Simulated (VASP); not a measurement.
Elastic constants (GPa) of a crystal from LDA (Ceperley-Alder, Perdew-Zunger), VASP's LDA PAW potentials (set 64) run with VASP:

|  | xx | yy | zz | yz | xz | xy |
|---|---|---|---|---|---|---|
| xx | 506.1 | 115.6 | 115.6 | 0.0 | 0.0 | 0.0 |
| yy | 115.6 | 506.1 | 115.6 | 0.0 | 0.0 | 0.0 |
| zz | 115.6 | 115.6 | 506.1 | 0.0 | 0.0 | 0.0 |
| yz | 0.0 | 0.0 | 0.0 | 153.8 | 0.0 | 0.0 |
| xz | 0.0 | 0.0 | 0.0 | 0.0 | 153.8 | 0.0 |
| xy | 0.0 | 0.0 | 0.0 | 0.0 | 0.0 | 153.8 |

Finite-difference elastic constants of metals are sensitive to mesh and smearing; shear constants can be off by tens of GPa.

Q: Work out the Voigt, Reuss and Hill moduli, Young's modulus and Poisson's ratio.

A: All eigenvalues are positive (smallest 153.8 GPa), so the crystal is stable. K_V = (C11+C22+C33+2(C12+C13+C23))/9 = (1518.3 + 2×346.8)/9 = 245.8 GPa; G_V = (1518.3 − 346.8 + 3×461.4)/15 = 170.4 GPa. From the compliances, K_R = 245.8 GPa and G_R = 168.1 GPa. Hill: K = 245.8 GPa, G = 169.2 GPa, E = 9KG/(3K+G) = 412.9 GPa, ν = (3K−2G)/(2(3K+G)) = 0.220. K/G = 1.45, below Pugh's 1.75; universal anisotropy A^U = 0.07.

Q: With a density of 6.84 g/cm³, what are the mean sound speeds?

A: v_l = √((K+4G/3)/ρ) = 8.30 km/s and v_t = √(G/ρ) = 4.97 km/s. The crystal is ZrC (rock salt), cubic.

The compound is ZrC in the rock salt structure. It was relaxed first.
